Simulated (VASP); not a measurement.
Data:

```
CELL_PARAMETERS angstrom
      4.46435     0.00000     0.00000
      0.00000     4.46435     0.00000
      0.00000     0.00000     4.46435
ATOMIC_POSITIONS crystal
  Mn 0.86275 0.63725 0.36275
  Mn 0.36275 0.86275 0.63725
  Mn 0.13725 0.13725 0.13725
  Mn 0.63725 0.36275 0.86275
  Si 0.15454 0.34546 0.65454
  Si 0.65454 0.15454 0.34546
  Si 0.84546 0.84546 0.84546
  Si 0.34546 0.65454 0.15454
```
Starting moments (μB, in the order of the record's atoms Mn Mn Mn Mn Si Si Si Si): 0.9 0.9 0.9 0.9 0.0 0.0 0.0 0.0.

All values below come from PBEsol GGA, VASP's PBE PAW potentials (set 64) (plane waves; VASP 6.6.1). Run with 400 eV cut-off, Gaussian smearing of 0.050 eV, potentials Mn_pv Si.

The moments were started parallel, and other spin orders were not tried in this run.

**Question.** Give the spin-up energies of bands 27 to 40 at the high-symmetry points, in eV from the Fermi level.

**Answer.** 
| band | Γ | X | M | R | X1 |
|---|---|---|---|---|---|
| 27 | -2.54 | -2.45 | -1.78 | -2.73 | -2.45 |
| 28 | -2.54 | -2.45 | -1.78 | -2.73 | -2.45 |
| 29 | -1.96 | -1.91 | -1.45 | -0.89 | -1.91 |
| 30 | -1.96 | -1.91 | -1.45 | -0.89 | -1.91 |
| 31 | -1.96 | -1.28 | -1.29 | -0.89 | -1.28 |
| 32 | -0.29 | -1.28 | -1.29 | -0.89 | -1.28 |
| 33 | -0.29 | -0.53 | -1.02 | -0.64 | -0.53 |
| 34 | -0.29 | -0.53 | -1.02 | -0.64 | -0.53 |
| 35 | -0.20 | -0.02 | -0.50 | -0.64 | -0.02 |
| 36 | -0.20 | -0.02 | -0.50 | -0.64 | -0.02 |
| 37 | 0.88 | 0.36 | 0.85 | 0.68 | 0.36 |
| 38 | 0.88 | 0.36 | 0.85 | 0.68 | 0.36 |
| 39 | 0.88 | 1.97 | 1.44 | 0.68 | 1.97 |
| 40 | 3.25 | 1.97 | 1.44 | 0.68 | 1.97 |

**Question.** Give the spin-down energies of bands 27 to 40 at the high-symmetry points, in eV from the Fermi level.

**Answer.** 
```tsv
band	Γ	X	M	R	X1
27	-1.98	-1.93	-1.06	-1.99	-1.93
28	-1.98	-1.93	-1.06	-1.99	-1.93
29	-1.47	-1.26	-0.66	0.03	-1.26
30	-1.47	-1.26	-0.66	0.03	-1.26
31	-1.47	-0.48	-0.57	0.03	-0.48
32	0.65	-0.48	-0.57	0.03	-0.48
33	0.65	0.57	-0.29	0.21	0.57
34	0.65	0.57	-0.29	0.21	0.57
35	0.98	0.92	0.57	0.21	0.92
36	0.98	0.92	0.57	0.21	0.92
37	1.63	1.09	1.52	1.34	1.09
38	1.63	1.09	1.52	1.34	1.09
39	1.63	2.55	2.10	1.34	2.55
40	3.71	2.55	2.10	1.34	2.55
```

It has no gap at this level: it comes out as a metal or semimetal.

The compound is MnSi in the B20 structure. It was relaxed first, which changed the volume by -6 %.
